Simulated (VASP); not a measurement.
```
Ag2O
1.0
    4.80563     0.00000     0.00000
    0.00000     4.80563     0.00000
    0.00000     0.00000     4.80563
Ag O
4 2
Direct
  0.75000   0.25000   0.75000
  0.25000   0.75000   0.75000
  0.75000   0.75000   0.25000
  0.25000   0.25000   0.25000
  0.00000   0.00000   0.00000
  0.50000   0.50000   0.50000
```

These are PW91 GGA, VASP's PBE PAW potentials (set 64) (plane waves; VASP) values and carry that method's errors. Run with 520 eV cut-off, Gaussian smearing of 0.050 eV, potentials Ag O.

Task: Give the energies of bands 18 to 31 at the high-symmetry points, in eV from the Fermi level.

Result: 
```json
[
 {"band": "18", "Γ": "-2.84", "X": "-2.96", "M": "-3.13", "R": "-2.86"},
 {"band": "19", "Γ": "-2.84", "X": "-2.83", "M": "-2.93", "R": "-2.86"},
 {"band": "20", "Γ": "-2.66", "X": "-2.83", "M": "-2.93", "R": "-2.65"},
 {"band": "21", "Γ": "-2.66", "X": "-2.62", "M": "-2.81", "R": "-2.65"},
 {"band": "22", "Γ": "-2.66", "X": "-2.62", "M": "-2.81", "R": "-2.65"},
 {"band": "23", "Γ": "-2.52", "X": "-2.43", "M": "-1.85", "R": "-2.59"},
 {"band": "24", "Γ": "-2.52", "X": "-2.43", "M": "-1.85", "R": "-2.59"},
 {"band": "25", "Γ": "-2.52", "X": "-1.49", "M": "-1.50", "R": "-1.72"},
 {"band": "26", "Γ": "-0.03", "X": "-1.49", "M": "-1.50", "R": "-0.64"},
 {"band": "27", "Γ": "0.00", "X": "-0.43", "M": "-0.76", "R": "-0.64"},
 {"band": "28", "Γ": "0.00", "X": "-0.43", "M": "-0.76", "R": "-0.64"},
 {"band": "29", "Γ": "0.00", "X": "2.03", "M": "2.13", "R": "2.73"},
 {"band": "30", "Γ": "2.22", "X": "2.03", "M": "2.13", "R": "2.73"},
 {"band": "31", "Γ": "2.22", "X": "4.79", "M": "3.70", "R": "2.73"}
]
```

It has no gap at this level: it comes out as a metal or semimetal.

The compound is Ag2O in the cuprite structure. It was relaxed first.
